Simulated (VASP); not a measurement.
```
BaF2
1.0
    0.00000     3.13908     3.13908
    3.13908     0.00000     3.13908
    3.13908     3.13908     0.00000
Ba F
1 2
Direct
  0.00000   0.00000   0.00000
  0.25000   0.25000   0.25000
  0.75000   0.75000   0.75000
```

These are PW91 GGA, VASP's PBE PAW potentials (set 64) (plane waves; VASP) values and carry that method's errors. Numerical set-up: 520 eV cut-off, Gaussian smearing of 0.050 eV, potentials Ba_sv F.

Unless said otherwise, spin-orbit coupling is left out, though it shifts the bands of the heavy elements here.

Q: Give the energies of bands 7 to 15 at the high-symmetry points, in eV from the valence-band maximum.

A: 
| band | Γ | X | U | L | W |
|---|---|---|---|---|---|
| 7 | -1.39 | -1.43 | -1.21 | -1.00 | -1.15 |
| 8 | -1.39 | -0.35 | -0.54 | -1.00 | -0.61 |
| 9 | -1.39 | -0.35 | -0.48 | -0.63 | -0.34 |
| 10 | -0.06 | -0.32 | -0.36 | -0.35 | -0.34 |
| 11 | -0.06 | -0.32 | -0.16 | -0.17 | -0.27 |
| 12 | -0.06 | -0.10 | -0.15 | -0.17 | -0.15 |
| 13 | 6.67 | 7.22 | 7.51 | 8.89 | 7.53 |
| 14 | 9.04 | 8.81 | 9.16 | 9.04 | 9.62 |
| 15 | 9.04 | 10.44 | 9.75 | 9.04 | 9.65 |

The gap is indirect, 6.67 eV, from the valence maximum at K-Γ at 0.43 to the conduction minimum at Γ.

Measured: gap 10.50 eV (computed value off by -3.83 eV), as given by Andrés Aguado et al., Journal of the Physical Society of Japan (1999), arXiv:cond-mat/9901145.

The compound is BaF2 in the fluorite structure. It was relaxed first.
